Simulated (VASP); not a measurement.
These are AM05 GGA, VASP's PBE PAW potentials (set 64) (plane waves; VASP) values and carry that method's errors.

A VASP calculation is set up with these files.

KPOINTS:
```
Automatic mesh
0
Gamma
8 8 8
0 0 0
```

INCAR:
```
ALGO = Normal
EDIFF = 1E-7
ENCUT = 520
GGA = AM
ISIF = 2
ISMEAR = -5
LASPH = .TRUE.
LCHARG = .TRUE.
LMAXMIX = 4
LORBIT = 11
LREAL = .FALSE.
LWAVE = .FALSE.
NEDOS = 601
NELM = 100
PREC = Accurate
SYSTEM = PbTe
```

File POSCAR:
```
PbTe
1.0
  0.0000000000   3.2300000000   3.2300000000
  3.2300000000   0.0000000000   3.2300000000
  3.2300000000   3.2300000000   0.0000000000
Te Pb
1 1
Cartesian
  3.2300000000   3.2300000000   3.2300000000
  0.0000000000   0.0000000000   0.0000000000
```

POTCAR, in this order: Te Pb_d (PBE.64 set). Program: vasp_std.

Question: What will the output report for the number of irreducible k-points (NKPTS), largest plane-wave count, number of space-group operations, FFT grid (NGX, NGY, NGZ)?

Answer: 
```
Quantity                                      Result
--------------------------------------  ------------
number of irreducible k-points (NKPTS)            29
largest plane-wave count                        1839
number of space-group operations                  48
FFT grid (NGX, NGY, NGZ)                36 × 36 × 36
```

The compound is PbTe in the rock salt structure. The cell was not relaxed at this level.
